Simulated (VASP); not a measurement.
# KZn2 in VASP: further runs

The runs below take KZn2 through single point, with PBE.

All numbers are computed with VASP 6.6.1; they aren't measurements. Logs are shortened: lines on timing, memory, paths and dates and some standing lists are left out, and cuts for length are marked.

### 1 The crystal as given

The cell holds a amorphous, 6 atoms: a = 5.504 Å, b = 5.386 Å, c = 5.008 Å, α = 76.88°, β = 87.79°, γ = 83.85°.

The cell was built by a generator and needn't be a form met in nature.

### 2 Single point, PBE

INCAR reads:

```
PREC = Accurate ; ENCUT = 520
EDIFF = 1E-6 ; ISMEAR = -1
SIGMA = 0.05 ; LREAL = False
LASPH = True ; NELM = 100
ALGO = Normal ; ISIF = 2
LWAVE = False ; LCHARG = True
GGA = PE ; LELF = True
LVHAR = True ; NBANDS = 42
```

KPOINTS reads:

```
regular mesh
0
Gamma
  3 3 3
```

POSCAR reads:

```
KZn2
1.0
    5.4643880000      0.5747690000      0.3285100000
    0.0081350000      5.3851150000      0.1074090000
   -0.2093230000      1.0399510000      4.8946900000
Zn K
4 2
Direct
    0.2504949312      0.1004505747      0.4038001619
    0.5966726074      0.6371222006      0.0603785783
    0.5406971185      0.1242273772      0.9297470220
    0.1789004493      0.5840129608      0.3009388062
    0.0272669663      0.3210088937      0.8762710784
    0.7678498698      0.8896683794      0.4869702164
```

Potentials or basis: VASP PAW PBE potentials, release 64 (Zn, K_sv).

Started as:

```sh
cat potpaw_PBE.64/Zn/POTCAR potpaw_PBE.64/K_sv/POTCAR > POTCAR
mpirun -np 1 vasp_std > vasp.out
```

OUTCAR:

```text
PREC = Accurate
   ENCUT = 520
   EDIFF = 1E-6
   ISMEAR = -1
   LREAL = False
   LASPH = True
   NELM = 100
   ISIF = 2
   GGA = PE

 ion  position               nearest neighbor table
   1  0.250  0.100  0.404-   4 2.53   3 2.80   5 2.90   6 2.96   6 2.98   4 3.01   5 3.04
   2  0.597  0.637  0.060-   3 2.54   4 2.57   5 3.01   6 3.01   3 3.03   6 3.05
   3  0.541  0.124  0.930-   2 2.54   1 2.80   5 2.91   5 2.97   6 2.97   2 3.03   6 3.05
   4  0.179  0.584  0.301-   1 2.53   2 2.57   6 2.90   5 3.00   1 3.01   5 3.04
   5  0.027  0.321  0.876-   1 2.90   3 2.91   3 2.97   4 3.00   2 3.01   4 3.04   1 3.04   6 3.43
                             6 3.73   6 3.77
   6  0.768  0.890  0.487-   4 2.90   1 2.96   3 2.97   1 2.98   2 3.01   3 3.05   2 3.05   5 3.43
                             5 3.73   5 3.77

  LATTYP: Found a triclinic cell.
 ALAT       =     8.7389789748
 B/A-ratio  =     1.1717031417
 C/A-ratio  =     0.6298613450
 COS(alpha) =     0.0186510876
 COS(beta)  =     0.6737899789
 COS(gamma) =     0.6912625086

  Lattice vectors:

 A1 = (  -5.6818460000,  -4.9199330000,   4.4587710000)
 A2 = (  -0.4267810000,  -3.3052130000,   9.6819710000)
 A3 = (  -5.4643880000,  -0.5747690000,  -0.3285100000)

Analysis of symmetry for initial positions (statically):
=====================================================================
 Subroutine PRICEL returns:
 Original cell was already a primitive cell.

 Routine SETGRP: Setting up the symmetry group for a
 triclinic supercell.

 Subroutine GETGRP returns: Found  1 space group operations
 (whereof  1 operations were pure point group operations)
 out of a pool of  2 trial point group operations.

The static configuration has the point symmetry C_1 .

Analysis of symmetry for dynamics (positions and initial velocities):
=====================================================================
 Subroutine PRICEL returns:
 Original cell was already a primitive cell.

 Routine SETGRP: Setting up the symmetry group for a
 triclinic supercell.

 Subroutine GETGRP returns: Found  1 space group operations
 (whereof  1 operations were pure point group operations)
 out of a pool of  2 trial point group operations.

The dynamic configuration has the point symmetry C_1 .

 Subroutine INISYM returns: Found  1 space group operations
 (whereof  1 operations are pure point group operations),
 and found     1 'primitive' translations

----------------------------------------------------------------------------------------

                                     Primitive cell

  volume of cell :     143.7598

  direct lattice vectors                    reciprocal lattice vectors
     5.464388000  0.574769000  0.328510000     0.182573765 -0.000433372  0.007899903
     0.008135000  5.385115000  0.107409000    -0.017193136  0.186528150 -0.040366000
    -0.209323000  1.039951000  4.894690000    -0.011876260 -0.004064085  0.204658615

  length of vectors
     5.504345051  5.386192202  5.008323512     0.182745112  0.191618810  0.205043193

  position of ions in fractional coordinates (direct lattice)
     0.250494931  0.100450575  0.403800162
     0.596672607  0.637122201  0.060378578
     0.540697118  0.124227377  0.929747022
     0.178900449  0.584012961  0.300938806
     0.027266966  0.321008894  0.876271078
     0.767849870  0.889668379  0.486970216

  ion indices of the primitive-cell ions
   primitive index   ion index
                 1           1
                 2           2
                 3           3
                 4           4
                 5           5
                 6           6

----------------------------------------------------------------------------------------

 KPOINTS: regular mesh

Automatic generation of k-mesh.
 Grid dimensions read from file:
 generate k-points for:    3    3    3

 Generating k-lattice:

  Cartesian coordinates                     Fractional coordinates (reciprocal lattice)
     0.060857922 -0.000144457  0.002633301     0.333333333  0.000000000  0.000000000
    -0.005731045  0.062176050 -0.013455333     0.000000000  0.333333333  0.000000000
    -0.003958753 -0.001354695  0.068219538     0.000000000  0.000000000  0.333333333

  Length of vectors
     0.060915037  0.063872937  0.068347731

  Shift w.r.t. Gamma in fractional coordinates (k-lattice)
     0.000000000  0.000000000  0.000000000

 Subroutine IBZKPT returns following result:
 ===========================================

 Found     14 irreducible k-points:

 Following reciprocal coordinates:
            Coordinates               Weight
  0.000000  0.000000  0.000000      1.000000
  0.333333  0.000000  0.000000      2.000000
  0.000000  0.333333  0.000000      2.000000
  0.333333  0.333333  0.000000      2.000000
 -0.333333  0.333333 -0.000000      2.000000
  0.000000  0.000000  0.333333      2.000000
  0.333333  0.000000  0.333333      2.000000
 -0.333333  0.000000  0.333333      2.000000
  0.000000  0.333333  0.333333      2.000000
  0.333333  0.333333  0.333333      2.000000
 -0.333333  0.333333  0.333333      2.000000
 -0.000000 -0.333333  0.333333      2.000000
  0.333333 -0.333333  0.333333      2.000000
 -0.333333 -0.333333  0.333333      2.000000
   k-points           NKPTS =     14   k-points in BZ     NKDIM =     14   number of bands    NBANDS=     42
   number of dos      NEDOS =    301   number of ions     NIONS =      6
   total plane-waves  NPLWV =  67200
   dimension x,y,z NGX =    42 NGY =   40 NGZ =   40
   dimension x,y,z NGXF=    84 NGYF=   80 NGZF=   80
   ions per type =               4   2
   NGX,Y,Z   is equivalent  to a cutoff of  12.69, 12.35, 13.28 a.u.
   NGXF,Y,Z  is equivalent  to a cutoff of  25.37, 24.69, 26.56 a.u.
 SYSTEM =  unknown system
   PREC   = accura    normal or accurate (medium, high low for compatibility)
   ISTART =      0    job   : 0-new  1-cont  2-samecut
   ICHARG =      2    charge: 1-file 2-atom 10-const
   ISPIN  =      1    spin polarized calculation?
   LNONCOLLINEAR =      F non collinear calculations
   LSORBIT =      F    spin-orbit coupling
   LASPH  =      T    aspherical Exc in radial PAW
   ENCUT  =  520.0 eV  38.22 Ry    6.18 a.u.  10.23 10.01  9.31*2*pi/ulx,y,z
   NELM   =    100;   NELMIN=  2; NELMDL= -5     # of ELM steps
   EDIFF  = 0.1E-05   stopping-criterion for ELM
   LREAL  =      F    real-space projection
   EDIFFG = 0.1E-04   stopping-criterion for IOM
   NSW    =      0    number of steps for IOM
   IBRION =     -1    ionic relax: 0-MD 1-quasi-New 2-CG
   NFREE  =      0    steps in history (QN), initial steepest desc. (CG)
   ISIF   =      2    stress and relaxation
   ISYM   =      2    0-nonsym 1-usesym 2-fastsym
   POTIM  = 0.5000    time-step for ionic-motion
   TEBEG  =    0.0;   TEEND  =   0.0 temperature during run
   PSTRESS=    0.0 pullay stress
   NELECT =      66.0000    total number of electrons
   NUPDOWN=      -1.0000    fix difference up-down
   EMIN   =  10.00;   EMAX   =-10.00  energy-range for DOS
   EFERMI =   0.00;   METHOD = LEGACY
   ISMEAR =    -1;   SIGMA  =   0.05  broadening in eV -4-tet -1-fermi 0-gaus
   EFERMI_NEDOS =   21; number of points for ismear=-14 and -15
   IALGO  =     38    algorithm
   IMIX   =      4    mixing-type and parameters
     AMIX     =   0.40;   BMIX     =  1.00
     AMIX_MAG =   1.60;   BMIX_MAG =  1.00
  volume/ion in A,a.u.               =      23.96       161.69
  Fermi-wavevector in a.u.,A,eV,Ry     =   1.262923  2.386579 21.700957  1.594975
  Thomas-Fermi vector in A             =   2.396307
   LORBIT       =      0    0 simple, 1 ext, 2 COOP (PROOUT), +10 PAW based schemes
   GGA     = PE    functional components
   LHFCALC =     F    Hartree Fock is set to
   AEXX    =    0.0000 exact exchange contribution
   IVDW    =     0    specifies the selected vdW correction
   LEPSILON=     F    determine dielectric tensor
   LRPA    =     F    only Hartree local field effects (RPA)
 non-spin polarized calculation
  energy-cutoff  :      520.00
  volume of cell :      143.76
 maximum number of plane-waves:      3898
 NGX is ok and might be reduce to    42
   NGX = 21   NGY = 21   NGZ = 19

 number of electron      65.9999979 magnetization

 Free energy of the ion-electron system (eV)
  ---------------------------------------------------
  ext. energy  EPLUGINS =         0.00000000
  ---------------------------------------------------
  free energy    TOTEN  =        -3.59771856 eV

  energy without entropy =       -3.57567664  energy(sigma->0) =       -3.58669760

 E-fermi :   1.6441     XC(G=0):  -9.1364

 val. band max:        1.4470852245   @ k =  -0.0000  -0.3333   0.3333
 cond. band min:       1.7038751520   @ k =   0.0000   0.0000   0.3333
 fundamental gap:      0.2567899275
 Fermi energy:         1.6441494707

 k-point     1 :       0.0000    0.0000    0.0000
  band No.  band energies     occupation
      1     -29.5098      2.00000
      2     -29.4478      2.00000
      3     -13.3226      2.00000
      4     -13.1411      2.00000
      5     -13.1286      2.00000
      6     -13.1121      2.00000
[... 34 lines left out ...]
     41       6.0361      0.00000
     42       6.0732      0.00000

 k-point     2 :       0.3333    0.0000    0.0000
  band No.  band energies     occupation
      1     -29.5087      2.00000
      2     -29.4483      2.00000
      3     -13.3129      2.00000
      4     -13.1701      2.00000
      5     -13.1349      2.00000
      6     -13.1181      2.00000
[... 34 lines left out ...]
     41       5.6329      0.00000
     42       6.5269      0.00000

 k-point     3 :       0.0000    0.3333    0.0000
  band No.  band energies     occupation
      1     -29.4950      2.00000
      2     -29.4625      2.00000
      3     -13.3022      2.00000
      4     -13.1715      2.00000
      5     -13.1596      2.00000
      6     -13.0617      2.00000
[... 34 lines left out ...]
     41       5.9672      0.00000
     42       6.2155      0.00000

 k-point     4 :       0.3333    0.3333    0.0000
  band No.  band energies     occupation
      1     -29.4947      2.00000
      2     -29.4621      2.00000
      3     -13.3249      2.00000
      4     -13.1820      2.00000
      5     -13.1568      2.00000
      6     -13.0694      2.00000
[... 394 lines left out ...]
     41       5.6934      0.00000
     42       6.8775      0.00000

 k-point    13 :       0.3333   -0.3333    0.3333
  band No.  band energies     occupation
      1     -29.4886      2.00000
      2     -29.4668      2.00000
      3     -13.3238      2.00000
      4     -13.2301      2.00000
      5     -13.1923      2.00000
      6     -13.0580      2.00000
[... 34 lines left out ...]
     41       6.0405      0.00000
     42       6.7044      0.00000

 k-point    14 :      -0.3333   -0.3333    0.3333
  band No.  band energies     occupation
      1     -29.4886      2.00000
      2     -29.4667      2.00000
      3     -13.3126      2.00000
      4     -13.2258      2.00000
      5     -13.1965      2.00000
      6     -13.0719      2.00000
[... 34 lines left out ...]
     41       6.2622      0.00000
     42       6.7048      0.00000

------------------------ aborting loop because EDIFF is reached ----------------------------------------

  FORCE on cell =-STRESS in cart. coord.  units (eV):
  Direction    XX          YY          ZZ          XY          YZ          ZX
  --------------------------------------------------------------------------------------
  -------------------------------------------------------------------------------------
  Total        9.2839590      3.2310770      7.1387464     -1.7085074      1.0611079     -1.0907639
  in kB      103.4680649     36.0097760     79.5600542    -19.0410097     11.8258586    -12.1563694
  external PRESSURE =      73.0126317 kB  Pullay stress =       0.0000000 kB

 VOLUME and BASIS-vectors are now :
 -----------------------------------------------------------------------------
  energy-cutoff  :      520.00
  volume of cell :      143.76
      direct lattice vectors                 reciprocal lattice vectors
     5.464388000  0.574769000  0.328510000     0.182573765 -0.000433372  0.007899903
     0.008135000  5.385115000  0.107409000    -0.017193136  0.186528150 -0.040366000
    -0.209323000  1.039951000  4.894690000    -0.011876260 -0.004064085  0.204658615

 POSITION                                       TOTAL-FORCE (eV/Angst)
 -----------------------------------------------------------------------------------
      1.28509      1.10485      2.06956         0.733287     -0.291580      0.070301
      3.25299      3.83672      0.55998        -0.540012     -0.499678      0.249457
      2.76097      1.94665      4.74179        -0.604858      0.298626      0.218972
      0.91934      3.56077      1.59450         0.673118      0.436104     -0.332129
     -0.03182      2.65562      4.33251        -0.097067      0.020643     -0.301749
      4.10113      5.73873      2.73137        -0.164468      0.035886      0.095149
 -----------------------------------------------------------------------------------
    total drift:                                0.001640     -0.001923      0.001021

  FREE ENERGIE OF THE ION-ELECTRON SYSTEM (eV)
  ---------------------------------------------------
  free  energy   TOTEN  =        -3.5977185635 eV

  energy  without entropy=       -3.5756766424  energy(sigma->0) =       -3.58669760
```

Run time: 46 s. Hardware: 1 thread of AMD EPYC 9R45 (Zen 5), shared host; peak memory 0.24 GiB.

Results:

```yaml
Free_energy: -3.5977 eV
Pressure: 7.3 GPa
Largest_force: 0.868 eV/Å
Band_gap_on_the_k_mesh: none (metal or under the smearing width)
```

Forces in eV/Å, atoms in the order of the input:
```
Zn   0.733 -0.292  0.070
Zn  -0.540 -0.500  0.249
Zn  -0.605  0.299  0.219
Zn   0.673  0.436 -0.332
K   -0.097  0.021 -0.302
K   -0.164  0.036  0.095
```

Stress tensor (GPa, compression positive):
```
10.35 -1.90 -1.22
-1.90  3.60  1.18
-1.22  1.18  7.96
```

Caveat: the k mesh is coarse (spacing up to 0.43 Å⁻¹), so the values aren't converged.

### 3 Single point, PBE

INCAR reads:

```
PREC     = Accurate       # precision mode
ENCUT    = 520            # plane-wave cutoff, eV
EDIFF    = 1E-7           # SCF threshold, eV
ISMEAR   = -1             # smearing method
SIGMA    = 0.05           # smearing width, eV
LREAL    = F              # projectors in reciprocal space
LASPH    = T              # aspherical terms in the spheres
NELM     = 100            # most SCF steps
ALGO     = Normal         # electronic algorithm
ISIF     = 2              # what is computed and relaxed
LWAVE    = F              # write WAVECAR
LCHARG   = F              # write CHGCAR
GGA      = PE             # functional
NBANDS   = 42             # bands
```

KPOINTS reads:

```
Automatic mesh
0
Gamma
  3 3 3
```

POSCAR reads:

```
KZn2
1.0
    5.4643880000      0.5747690000      0.3285100000
    0.0081350000      5.3851150000      0.1074090000
   -0.2093230000      1.0399510000      4.8946900000
Zn K
4 2
Direct
    0.2642849406      0.0979118676      0.3893025173
    0.5961244143      0.6282461604      0.0753375345
    0.5334592394      0.1306495709      0.9298170804
    0.1702111187      0.5931756424      0.2953955292
    0.0280430607      0.3167311103      0.8734385226
    0.7715642969      0.8869729988      0.4981832414
```

Potentials or basis: VASP PAW PBE potentials, release 64 (Zn, K_sv).

Started as:

```sh
cat potpaw_PBE.64/Zn/POTCAR potpaw_PBE.64/K_sv/POTCAR > POTCAR
mpirun -np 1 vasp_std > vasp.out
```

Run time: 52 s. Hardware: 1 thread of AMD EPYC 9R45 (Zen 5), shared host; peak memory 0.24 GiB.

Results (log left out):

```
Free energy            : -3.6927 eV
Pressure               : 7.0 GPa
Largest force          : 0.799 eV/Å
Band gap on the k mesh : none (metal or under the smearing width)
```

Forces on the atoms (eV/Å):
```
Zn   0.446 -0.096  0.183
Zn  -0.447 -0.338  0.159
Zn  -0.303  0.116  0.282
Zn   0.692  0.196 -0.347
K   -0.249 -0.002 -0.394
K   -0.139  0.123  0.118
```

Stress tensor (GPa, compression positive):
```
10.65 -2.21 -1.38
-2.21  2.77  1.28
-1.38  1.28  7.47
```

Levels at points of the mesh, in eV from the Fermi level:
```csv
k point,band 30,band 31,band 32,band 33,band 34,band 35,band 36,band 37
"(0.00, 0.00, 0.00)",-3.05,-1.88,-1.35,-0.54,0.50,0.98,1.46,1.61
```

Caveat: the k mesh is coarse (spacing up to 0.43 Å⁻¹), so the values aren't converged.

### 4 Single point, PBE

INCAR reads:

```
SYSTEM = KZn2
PREC = Accurate
ENCUT = 520
EDIFF = 1E-7
ISMEAR = -1
SIGMA = 0.05
LREAL = .FALSE.
LASPH = .TRUE.
NELM = 100
ALGO = Normal
ISIF = 2
LWAVE = .FALSE.
LCHARG = .FALSE.
GGA = PE
NBANDS = 42
```

KPOINTS reads:

```
regular mesh
0
G
  3 3 3
  0 0 0
```

POSCAR reads:

```
KZn2
1.0
    5.4643880000      0.5747690000      0.3285100000
    0.0081350000      5.3851150000      0.1074090000
   -0.2093230000      1.0399510000      4.8946900000
Zn K
4 2
Direct
    0.2827020724      0.0935451606      0.3766275188
    0.5909714227      0.6157847750      0.0925390885
    0.5231338300      0.1379656569      0.9333593245
    0.1685919558      0.6046205641      0.2852550757
    0.0242554085      0.3143630784      0.8633131888
    0.7731453752      0.8861089183      0.5117727456
```

Started as:

```sh
cat potpaw_PBE.64/Zn/POTCAR potpaw_PBE.64/K_sv/POTCAR > POTCAR
mpirun -np 1 vasp_std > vasp.out
```

Run time: 53 s. Hardware: 1 thread of AMD EPYC 9R45 (Zen 5), shared host; peak memory 0.24 GiB.

It converged, with:

| Item | Value |
| --- | --- |
| Free energy | -3.7872 eV |
| Pressure | 6.9 GPa |
| Largest force | 0.524 eV/Å |
| Band gap on the k mesh | none (metal or under the smearing width) |

Forces on the atoms (eV/Å):
```
Zn  -0.113  0.096  0.307
Zn  -0.164 -0.173  0.011
Zn   0.078 -0.046  0.164
Zn   0.449  0.009 -0.270
K   -0.329  0.005 -0.332
K    0.080  0.109  0.120
```

Stress tensor (GPa, compression positive):
```
11.52 -2.30 -1.80
-2.30  2.07  1.27
-1.80  1.27  7.05
```

Levels at points of the mesh, in eV from the Fermi level:
```
           k point  band 31  band 32  band 33  band 34  band 35  band 36
(0.00, 0.00, 0.00)    -1.95    -1.36    -0.50     0.46     0.94     1.52
```

Caveat: the k mesh is coarse (spacing up to 0.43 Å⁻¹), so the values aren't converged.
